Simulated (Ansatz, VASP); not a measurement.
# GaCuSe2 in two plane-wave programs, part 2 of 2

Wanted: the spread between two codes on one cell, functional and k mesh. The cell is taken from a series of runs on this material, whose earlier steps may have relaxed, scaled, displaced or heated it; both programs get it as it stands.

VASP 6.6.1 and Ansatz 0.2.0.

So far: The starting structure; Ansatz: G0W0 gap, PBE, DFT+U.

In doubt: one-shot GW on d or f shells is unsure (step 2), so the values of those runs are not to be relied on.

**3. VASP: G0W0 gap, PBE, DFT+U**

Level of this step: G0W0 on PBE+U, no spin polarisation; plane waves and PAW (Ga_d_GW, Cu_sv_GW, Se_GW) (VASP).

The same cell, functional and mesh now go to VASP, with its own data sets.

Lines of VASP's logs that name or quote its potential files are left out, and so is its time.

The run reads the wave functions of an earlier VASP run, which isn't shown here.

Input file INCAR:

```
SYSTEM = GaCuSe2
PREC = Accurate
ENCUT = 500
ISMEAR = 0
SIGMA = 0.01
LREAL = .FALSE.
GGA = PE
NBANDS = 784
LASPH = .TRUE.
LMAXMIX = 4
ALGO = EVGW0
NELMGW = 1
ENCUTGW = 150
NOMEGA = 64
PRECFOCK = Fast
NBANDSGW = 64
LWAVE = .FALSE.
LCHARG = .FALSE.
```

Input file POSCAR:

```
GaCuSe2
1.0
   -2.8095500000      2.8095500000      5.5130000000
    2.8095500000     -2.8095500000      5.5130000000
    2.8095500000      2.8095500000     -5.5130000000
Ga Cu Se
2 2 4
Direct
    0.5000000000      0.5000000000      0.0000000000
    0.2500000000      0.7500000000      0.5000000000
    0.0000000000      0.0000000000      0.0000000000
    0.7500000000      0.2500000000      0.5000000000
    0.3750000000      0.3756200000      0.5006200000
    0.6243800000      0.1250000000      0.9993800000
    0.8750000000      0.8743800000      0.4993800000
    0.1256200000      0.6250000000      0.0006200000
```

Input file KPOINTS:

```
Automatic mesh
0
Gamma
4 4 4
0 0 0
```

Potentials, in the order of the species: Ga_d_GW, Cu_sv_GW and Se_GW (PBE family, release 64).

On the command line:

```console
> mpirun -np 16 vasp_std
```

Numbers of over 12 decimals in the logs are rounded to 6 here.

What it wrote:

```text
[banner, memory and clock lines left out]
running   16 mpi-ranks, on    1 nodes
 distrk:  each k-point on   16 cores,    1 groups
 distr:  one band on    1 cores,   16 groups

 POSCAR found type information on POSCAR GaCuSe
 POSCAR found :  3 types and       8 ions
|                                                                             |
|           W    W    AA    RRRRR   N    N  II  N    N   GGGG   !!!           |
|           W    W   A  A   R    R  NN   N  II  NN   N  G    G  !!!           |
|           W    W  A    A  R    R  N N  N  II  N N  N  G       !!!           |
|           W WW W  AAAAAA  RRRRR   N  N N  II  N  N N  G  GGG   !            |
|           WW  WW  A    A  R   R   N   NN  II  N   NN  G    G                |
|           W    W  A    A  R    R  N    N  II  N    N   GGGG   !!!           |
|                                                                             |
|     For optimal performance we recommend to set                             |
|       NCORE = 2 up to number-of-cores-per-socket                            |
|     NCORE specifies how many cores store one orbital (NPAR=cpu/NCORE).      |
|     This setting can greatly improve the performance of VASP for DFT.       |
|     The default, NCORE=1 might be grossly inefficient on modern             |
|     multi-core architectures or massively parallel machines. Do your        |
|     Unfortunately you need to use the default for GW and RPA                |
|     calculations (for HF NCORE is supported but not extensively tested      |
|     yet).                                                                   |
|                                                                             |

|                                                                             |
|           W    W    AA    RRRRR   N    N  II  N    N   GGGG   !!!           |
|           W    W   A  A   R    R  NN   N  II  NN   N  G    G  !!!           |
|           W    W  A    A  R    R  N N  N  II  N N  N  G       !!!           |
|           W WW W  AAAAAA  RRRRR   N  N N  II  N  N N  G  GGG   !            |
|           WW  WW  A    A  R   R   N   NN  II  N   NN  G    G                |
|           W    W  A    A  R    R  N    N  II  N    N   GGGG   !!!           |
|                                                                             |
|     The default for ENCUTGWSOFT is different in this version of VASP.       |
|     please manually set ENCUTGWSOFT =150 in the INCAR file.                 |
|                                                                             |

 LDA part: xc-table for (Slater+PW92), standard interpolation
 found WAVECAR, reading the header
 POSCAR, INCAR and KPOINTS ok, starting setup
 FFT: planning ... GRIDC
 FFT: planning ... GRID_SOFT
 FFT: planning ... GRID
 reading WAVECAR
 the WAVECAR file was read successfully
 initial charge from wavefunction
 available memory per node:     17.01 GB, setting MAXMEM to     17422

 The Fermi energy was updated, please check that it is located mid-gap
 values below the HOMO (VB) or above the LUMO (CB) will cause erroneous energies
 E-fermi :   4.0419

 calculate exact exchange contribution
 the WAVEDER file was read successfully
|                                                                             |
|           W    W    AA    RRRRR   N    N  II  N    N   GGGG   !!!           |
|           W    W   A  A   R    R  NN   N  II  NN   N  G    G  !!!           |
|           W    W  A    A  R    R  N N  N  II  N N  N  G       !!!           |
|           W WW W  AAAAAA  RRRRR   N  N N  II  N  N N  G  GGG   !            |
|           WW  WW  A    A  R   R   N   NN  II  N   NN  G    G                |
|           W    W  A    A  R    R  N    N  II  N    N   GGGG   !!!           |
|                                                                             |
|     Automatic setting of frequency mesh for GW failed. Frequency mesh       |
|     properly not suitable for determining QP energies. Consider             |
|     increasing number of kpoints.                                           |
|                                                                             |

energies w=
    0.000    0.000    1.208    0.000    2.413    0.000    3.612    0.000
    4.805    0.000    5.987    0.000    7.158    0.000    8.316    0.000
    9.460    0.000   10.590    0.000   11.704    0.000   12.803    0.000
   13.887    0.000   14.957    0.000   16.013    0.000   17.057    0.000
   18.090    0.000   19.114    0.000   20.129    0.000   21.138    0.000
   22.142    0.000   23.143    0.000   24.144    0.000   25.147    0.000
   26.153    0.000   27.166    0.000   28.188    0.000   29.221    0.000
   30.268    0.000   31.333    0.000   32.419    0.000   33.530    0.000
   34.669    0.000   35.841    0.000   37.051    0.000   38.304    0.000
   39.605    0.000   40.963    0.000   42.384    0.000   43.878    0.000
   45.453    0.000   47.122    0.000   48.897    0.000   50.795    0.000
   52.832    0.000   55.032    0.000   57.420    0.000   60.026    0.000
   62.888    0.000   66.052    0.000   69.576    0.000   73.530    0.000
   78.005    0.000   83.120    0.000   89.026    0.000   95.930    0.000
  104.111    0.000  113.964    0.000  126.058    0.000  141.252    0.000
  160.898    0.000  187.260    0.000  224.442    0.000  280.723    0.000
 responsefunction array rank=     736
 LDA part: xc-table for (Slater+PW92), standard interpolation

 min. memory requirement per mpi rank   1322.8 MB, per node  21164.9 MB

 allocating   4 responsefunctions rank=   736
 shmem allocating  64 responsefunctions rank=   736
 response function shared by NCSHMEM nodes    1
 Doing            4  frequencies on each core in blocks of           64
NQ=   1    0.0000    0.0000    0.0000,
|.........|.........|.........|.........|.........|.........|.........|.........
 performed       5472000 updates of chi_q(r,r)
 total number of BLAS operations      23137.97 Gflops
NQ=   2    0.2500    0.0000    0.0000,
|.........|.........|.........|.........|.........|.........|.........|.........
 performed      15259000 updates of chi_q(r,r)
 total number of BLAS operations      64749.34 Gflops
NQ=   3    0.5000    0.0000    0.0000,
|.........|.........|.........|.........|.........|.........|.........|.........
 performed      23340000 updates of chi_q(r,r)
 total number of BLAS operations      99391.04 Gflops
NQ=   4    0.2500    0.2500    0.0000,
|.........|.........|.........|.........|.........|.........|.........|.........
 performed      32324000 updates of chi_q(r,r)
 total number of BLAS operations     137379.91 Gflops
NQ=   5    0.5000    0.2500    0.0000,
|.........|.........|.........|.........|.........|.........|.........|.........
 performed      42914000 updates of chi_q(r,r)
 total number of BLAS operations     181788.97 Gflops
NQ=   6   -0.2500    0.2500    0.0000,
|.........|.........|.........|.........|.........|.........|.........|.........
 performed      51095000 updates of chi_q(r,r)
 total number of BLAS operations     215720.37 Gflops
NQ=   7    0.5000    0.5000    0.0000,
|.........|.........|.........|.........|.........|.........|.........|.........
 performed      57570000 updates of chi_q(r,r)
 total number of BLAS operations     242279.13 Gflops
NQ=   8    0.2500    0.2500    0.2500,
|.........|.........|.........|.........|.........|.........|.........|.........
 performed      63343000 updates of chi_q(r,r)
 total number of BLAS operations     266488.98 Gflops
NQ=   9   -0.2500    0.2500    0.2500,
|.........|.........|.........|.........|.........|.........|.........|.........
 performed      71524000 updates of chi_q(r,r)
 total number of BLAS operations     300609.15 Gflops
NQ=  10    0.5000    0.5000    0.2500,
|.........|.........|.........|.........|.........|.........|.........|.........
 performed      79705000 updates of chi_q(r,r)
 total number of BLAS operations     335108.42 Gflops
NQ=  11   -0.2500    0.5000    0.2500,
|.........|.........|.........|.........|.........|.........|.........|.........
 performed      89492000 updates of chi_q(r,r)
 total number of BLAS operations     376605.71 Gflops
NQ=  12   -0.2500   -0.2500    0.2500,
|.........|.........|.........|.........|.........|.........|.........|.........
 performed      96068000 updates of chi_q(r,r)
 total number of BLAS operations     404411.11 Gflops
NQ=  13    0.5000    0.5000    0.5000,
|.........|.........|.........|.........|.........|.........|.........|.........
 performed     101540000 updates of chi_q(r,r)
 total number of BLAS operations     428125.50 Gflops
 resolving degeneracies of screened two electron integrals

 calculate QP shifts <psi_nk| G(iteration)W_0 |psi_nk>: iteration 1
 entering main loop
```

OUTCAR, selected parts (step 3):

```text
ion  position               nearest neighbor table
   1  0.500  0.500  0.000-   7 2.42   8 2.42   5 2.42   6 2.42
   2  0.250  0.750  0.500-   5 2.42   6 2.42   8 2.42   7 2.42
   3  0.000  0.000  0.000-   6 2.42   8 2.42   7 2.42   5 2.42
   4  0.750  0.250  0.500-   5 2.42   7 2.42   6 2.42   8 2.42
   5  0.375  0.376  0.501-   2 2.42   1 2.42   4 2.42   3 2.42
   6  0.624  0.125  0.999-   2 2.42   1 2.42   4 2.42   3 2.42
   7  0.875  0.874  0.499-   1 2.42   2 2.42   3 2.42   4 2.42
   8  0.126  0.625  0.001-   1 2.42   2 2.42   3 2.42   4 2.42

  LATTYP: Found a body centered tetragonal cell.
 ALAT       =     5.6191000000
 C/A-ratio  =     1.9622359453

 Subroutine GETGRP returns: Found  8 space group operations
 (whereof  4 operations were pure point group operations)

The static configuration has the point symmetry S_4 .
 The point group associated with its full space group is D_2d.

 Found     13 irreducible k-points:

   k-points           NKPTS =     13   k-points in BZ     NKDIM =     64   number of bands    NBANDS=    784

   dimension x,y,z NGX =    50 NGY =   50 NGZ =   50
   dimension x,y,z NGXF=   100 NGYF=  100 NGZF=  100

   ENCUT  =  500.0 eV  36.75 Ry    6.06 a.u.  12.39 12.39 12.39*2*pi/ulx,y,z

   NELECT =      88.0000    total number of electrons

  energy-cutoff  :      500.00
  volume of cell :      174.07
      direct lattice vectors                 reciprocal lattice vectors
    -2.809550000  2.809550000  5.513000000     0.000000000  0.177964443  0.090694722
     2.809550000 -2.809550000  5.513000000     0.177964443  0.000000000  0.090694722
     2.809550000  2.809550000 -5.513000000     0.177964443  0.177964443  0.000000000

 k-points in reciprocal lattice and weights: Automatic mesh
   0.00000000  0.00000000  0.00000000       0.016
   0.25000000  0.00000000  0.00000000       0.125
   0.50000000  0.00000000  0.00000000       0.062
   0.25000000  0.25000000  0.00000000       0.125
   0.50000000  0.25000000  0.00000000       0.250
  -0.25000000  0.25000000  0.00000000       0.062
   0.50000000  0.50000000  0.00000000       0.031
   0.25000000  0.25000000  0.25000000       0.031
  -0.25000000  0.25000000  0.25000000       0.062
   0.50000000  0.50000000  0.25000000       0.062
  -0.25000000  0.50000000  0.25000000       0.125
  -0.25000000 -0.25000000  0.25000000       0.031
   0.50000000  0.50000000  0.50000000       0.016

 E-fermi :   4.0419

 QP shifts <psi_nk| G(iteration)W_0 |psi_nk>: iteration 1
 for sc-GW calculations column KS-energies equals QP-energies in previous step
 and V_xc(KS)=  KS-energies - (<T + V_ion + V_H > + <T+V_H+V_ion>^1  + <V_x>^1)
 k-point   1 :       0.0000    0.0000    0.0000
  band No.  KS-energies  QP-energies   sigma(KS)   V_xc(KS)     V^pw_x(r,r')   Z            occupation Imag(sigma)
    ...
     41       2.3898       1.6787     -28.3311     -27.3006     -35.6165       0.6901       2.0000       0.9003
     42       3.6844       3.1943     -22.1720     -21.5074     -26.2289       0.7375       2.0000       0.5114
     43       3.6844       3.1943     -22.1720     -21.5074     -26.2289       0.7375       2.0000       0.5114
     44       3.8282       3.3036     -22.5140     -21.8020     -26.6753       0.7368       2.0000       0.5172
     45       4.2556       4.6719     -10.8523     -11.3720      -7.5876       0.8009       0.0000      -0.2696
     46       5.7173       6.1080     -10.5036     -10.9925      -7.3832       0.7992       0.0000      -0.3285
     47       6.1864       6.6948     -12.3816     -13.0251      -9.2591       0.7901       0.0000      -0.3360
     48       7.9406       8.4212     -10.3644     -10.9700      -6.2789       0.7937       0.0000      -0.4671
    ...

 k-point   2 :       0.2500    0.0000    0.0000
  band No.  KS-energies  QP-energies   sigma(KS)   V_xc(KS)     V^pw_x(r,r')   Z            occupation Imag(sigma)
    ...
     41       2.4875       1.7942     -26.6505     -25.6611     -33.2071       0.7008       2.0000       0.8278
     42       2.8684       2.2562     -25.3411     -24.4800     -31.0769       0.7110       2.0000       0.7224
     43       3.2648       2.6738     -22.8217     -22.0114     -27.4340       0.7295       2.0000       0.5898
     44       3.6279       3.0416     -22.6313     -21.8318     -27.0081       0.7334       2.0000       0.5490
     45       5.5900       6.0412     -12.1347     -12.7057      -9.0267       0.7904       0.0000      -0.2976
     46       6.4977       7.0269     -11.6871     -12.3558      -8.3041       0.7914       0.0000      -0.3684
     47       6.6638       7.1106     -10.5880     -11.1482      -7.1481       0.7975       0.0000      -0.3767
     48       7.2291       7.7385     -10.7175     -11.3571      -6.9512       0.7966       0.0000      -0.4061
    ...

 k-point   3 :       0.5000    0.0000    0.0000
  band No.  KS-energies  QP-energies   sigma(KS)   V_xc(KS)     V^pw_x(r,r')   Z            occupation Imag(sigma)
    ...
     41       2.5737       1.9062     -27.4796     -26.5222     -34.2675       0.6971       2.0000       0.8451
     42       2.7208       2.0182     -25.6263     -24.6324     -31.7766       0.7068       2.0000       0.7785
     43       2.8302       2.1307     -25.1880     -24.2038     -31.0402       0.7106       2.0000       0.7411
     44       3.3698       2.6911     -23.0886     -22.1565     -27.8846       0.7281       2.0000       0.6071
     45       6.1755       6.7709     -11.7949     -12.5493      -8.2618       0.7892       0.0000      -0.3638
     46       6.5061       7.1401     -11.1882     -11.9887      -7.4978       0.7919       0.0000      -0.3919
     47       7.1503       7.5813      -9.7616     -10.3015      -5.8224       0.7983       0.0000      -0.4242
     48       8.0040       8.6153     -10.6700     -11.4406      -6.4447       0.7933       0.0000      -0.4732
    ...

 k-point   4 :       0.2500    0.2500    0.0000
  band No.  KS-energies  QP-energies   sigma(KS)   V_xc(KS)     V^pw_x(r,r')   Z            occupation Imag(sigma)
    ...
     41       2.5939       1.8814     -25.5620     -24.5545     -31.7508       0.7073       2.0000       0.7984
     42       2.8309       2.1207     -25.2602     -24.2598     -31.1694       0.7099       2.0000       0.7445
     43       3.4272       2.8103     -22.9830     -22.1375     -27.5822       0.7297       2.0000       0.5779
     44       3.4731       2.8474     -22.9092     -22.0528     -27.4999       0.7307       2.0000       0.5786
     45       5.3636       5.8119     -11.1912     -11.7552      -7.8351       0.7947       0.0000      -0.3156
     46       6.0634       6.5689     -11.8465     -12.4856      -8.6230       0.7910       0.0000      -0.3420
     47       6.7028       7.1803     -10.1903     -10.7875      -6.4788       0.7996       0.0000      -0.3852
     48       6.8668       7.3379     -10.0461     -10.6349      -6.3255       0.8002       0.0000      -0.3896
    ...

[... 4 further parts left out ...]
```

**4. Comparison**

Known differences besides the potentials themselves: U acts on the PAW sphere in VASP and on atomic orbitals in Ansatz, so only states and trends compare; fixed occupations in Ansatz, narrow Gaussian smearing in VASP; the data sets hold 128 valence electrons in Ansatz (on its PAW soft_1 files) and 88 in VASP; the cutoff is 420 eV in Ansatz and 500 eV in VASP; Ansatz integrates over frequency by contour deformation, VASP on a grid of NOMEGA points; Ansatz's G0W0 levels solve the quasiparticle equation, VASP's are linearised. Total energies have different zeros and are not compared.

The two programs side by side:

```tsv
quantity	Ansatz	VASP	difference
G0W0 gap on the mesh (eV)	0.71	1.37	-0.66
Kohn-Sham gap under it (eV)	0.24	0.43	-0.19
```

VASP's log warns that its frequency grid doesn't suit quasiparticle energies on this mesh.

**5. What came out**

```json
{
 "difference in G0W0 gap on the mesh (G0W0 gap, PBE, DFT+U)": "-0.66 eV"
}
```

What this shows: The difference in G0W0 gap on the mesh is -0.66 eV (G0W0 gap, PBE, DFT+U). The data sets hold unlike numbers of valence electrons (128 in Ansatz and 88 in VASP), so part of the differences comes from the potentials. Part of the difference in the G0W0 gap can come from VASP's linearised levels. How closely two codes agree says nothing of how well the functional describes the real material.

[Lines on the potential files, build, host, timing and source positions are cut from VASP's logs without a mark.]

[Logs are printed without paths, hosts, clocks, repeated set-up lines and the standing remarks that a program may print on its own settings, such as how far it seeks lower states.]

[Hosts, paths, dates, database ids (printed as entryN), source tags and the programs' standing remarks are cut or masked in the printed files.]
